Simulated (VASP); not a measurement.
Output of a VASP run:

**OSZICAR**
```
       N       E                     dE             d eps       ncg     rms          rms(c)
DAV:   1     0.615551560092E+02    0.61555E+02   -0.67079E+03   918   0.116E+03
DAV:   2    -0.180725577973E+02   -0.79628E+02   -0.74879E+02   915   0.233E+02
DAV:   3    -0.218912128555E+02   -0.38187E+01   -0.37057E+01  1228   0.575E+01
DAV:   4    -0.219696233989E+02   -0.78411E-01   -0.78283E-01  1028   0.787E+00
DAV:   5    -0.219717977593E+02   -0.21744E-02   -0.21737E-02  1226   0.138E+00    0.165E+01
DAV:   6    -0.258739200183E+02   -0.39021E+01   -0.49183E+01  1011   0.179E+02    0.233E+01
DAV:   7    -0.199869788268E+02    0.58869E+01   -0.15190E+01  1103   0.114E+02    0.378E+00
DAV:   8    -0.199602567416E+02    0.26722E-01   -0.20216E+00  1364   0.235E+01    0.276E+00
DAV:   9    -0.198985692890E+02    0.61687E-01   -0.28644E-01  1116   0.116E+01    0.530E-01
DAV:  10    -0.198977116512E+02    0.85764E-03   -0.98503E-03  1265   0.174E+00    0.254E-01
DAV:  11    -0.198974744421E+02    0.23721E-03   -0.68806E-04  1328   0.290E-01    0.454E-02
DAV:  12    -0.198974850974E+02   -0.10655E-04   -0.72328E-05  1229   0.192E-01    0.262E-02
DAV:  13    -0.198974778560E+02    0.72414E-05   -0.19665E-05  1252   0.121E-01    0.534E-03
DAV:  14    -0.198974780791E+02   -0.22304E-06   -0.20484E-06   772   0.205E-02
   1 F= -.19897478E+02 E0= -.19897584E+02  d E =-.198975E+02
       N       E                     dE             d eps       ncg     rms          rms(c)
DAV:   1    -0.199039855800E+02   -0.65077E-02   -0.58006E-02  1015   0.545E+00    0.752E-01
DAV:   2    -0.199153503808E+02   -0.11365E-01   -0.13354E-01  1120   0.994E+00    0.113E+00
DAV:   3    -0.198978044587E+02    0.17546E-01   -0.61264E-02  1091   0.672E+00    0.128E-01
DAV:   4    -0.198976635687E+02    0.14089E-03   -0.14421E-03   985   0.380E-01    0.334E-02
DAV:   5    -0.198976502914E+02    0.13277E-04   -0.59528E-05  1338   0.155E-01    0.123E-02
DAV:   6    -0.198976495306E+02    0.76080E-06   -0.60405E-06  1307   0.352E-02
   2 F= -.19897650E+02 E0= -.19897807E+02  d E =-.171452E-03
       N       E                     dE             d eps       ncg     rms          rms(c)
DAV:   1    -0.198981079665E+02   -0.45768E-03   -0.37820E-03  1010   0.138E+00    0.194E-01
DAV:   2    -0.198988746909E+02   -0.76672E-03   -0.89995E-03  1117   0.256E+00    0.292E-01
DAV:   3    -0.198976961508E+02    0.11785E-02   -0.40243E-03  1101   0.175E+00    0.303E-02
DAV:   4    -0.198976889218E+02    0.72289E-05   -0.10030E-04   950   0.775E-02    0.119E-02
DAV:   5    -0.198976869515E+02    0.19703E-05   -0.51145E-06  1031   0.541E-02    0.363E-03
DAV:   6    -0.198976868812E+02    0.70333E-07   -0.62705E-07   580   0.118E-02
   3 F= -.19897687E+02 E0= -.19897831E+02  d E =-.208802E-03
```

### OUTCAR
```
------------------------ aborting loop because EDIFF is reached ----------------------------------------
  FORCE on cell =-STRESS in cart. coord.  units (eV):
  Direction    XX          YY          ZZ          XY          YZ          ZX
  --------------------------------------------------------------------------------------
  Total       -0.0049191     -0.0049191     -0.0049191     -0.0000000      0.0000000     -0.0000000
  in kB       -0.2050025     -0.2050025     -0.2050025     -0.0000000      0.0000000     -0.0000000
  external PRESSURE =      -0.2050025 kB  Pullay stress =       0.0000000 kB
  volume of cell :       38.44
      direct lattice vectors                 reciprocal lattice vectors
    -0.000000000  2.678770569  2.678770569    -0.186652790  0.186652790  0.186652790
     2.678770569  0.000000000  2.678770569     0.186652790 -0.186652790  0.186652790
     2.678770569  2.678770569  0.000000000     0.186652790  0.186652790 -0.186652790
 POSITION                                       TOTAL-FORCE (eV/Angst)
 -----------------------------------------------------------------------------------
      1.33939      1.33939      1.33939         0.000000      0.000000      0.000000
      4.01816      4.01816      4.01816        -0.000000     -0.000000     -0.000000
      0.00000      0.00000      0.00000         0.000000     -0.000000     -0.000000
 -----------------------------------------------------------------------------------
    total drift:                               -0.000000     -0.000000      0.000000
  FREE ENERGIE OF THE ION-ELECTRON SYSTEM (eV)
  ---------------------------------------------------
  free  energy   TOTEN  =       -19.8976868812 eV

  energy  without entropy=      -19.8981199780  energy(sigma->0) =      -19.89783125

 reached required accuracy - stopping structural energy minimisation
```
(Selected blocks of OUTCAR.)

**POSCAR**
```
Si2Ni
1
    0.0000000000     2.6756556382     2.6756556382
    2.6756556382     0.0000000000     2.6756556382
    2.6756556382     2.6756556382    -0.0000000000
Si Ni
2 1
Direct
  0.2500000000   0.2500000000   0.2500000000
  0.7500000000   0.7500000000   0.7500000000
  0.0000000000   0.0000000000   0.0000000000
```

**Question.** Reconstruct the remaining input files.

**Answer.** One answer among several that fit: the input of the run itself, LDA (Ceperley-Alder, Perdew-Zunger), plane waves, VASP's LDA PAW potentials (set 64).

### INCAR
```
ALGO = Normal
LCHARG = .FALSE.
SYSTEM = Si2Ni
EDIFF = 1E-6
SIGMA = 0.1   ! width (eV)
NSW = 60   ! most ionic steps
PREC = Accurate
LMAXMIX = 4
LWAVE = .FALSE.
NELM = 100   ! most electronic steps
ISIF = 3
ISMEAR = 1   ! Methfessel-Paxton
LREAL = .FALSE.   ! projection in real space or not
LASPH = .TRUE.   ! aspherical one-centre terms
ENCUT = 400
IBRION = 2   ! conjugate gradients
EDIFFG = -0.02   ! ionic stop
```

### KPOINTS
```
K-points
0
gamma
9 9 9
```

POTCAR, in this order: Si Ni (LDA.64 set). Program: vasp_std.

The structure comes from a computed database's Si2Ni entry (Fm-3m); how it stands against other phases isn't given here. This run relaxes it. Symmetry was kept, so distortions that lower it aren't found. The start is the result of an earlier pass. The run is not spin-polarised, so no magnetic state was tried.
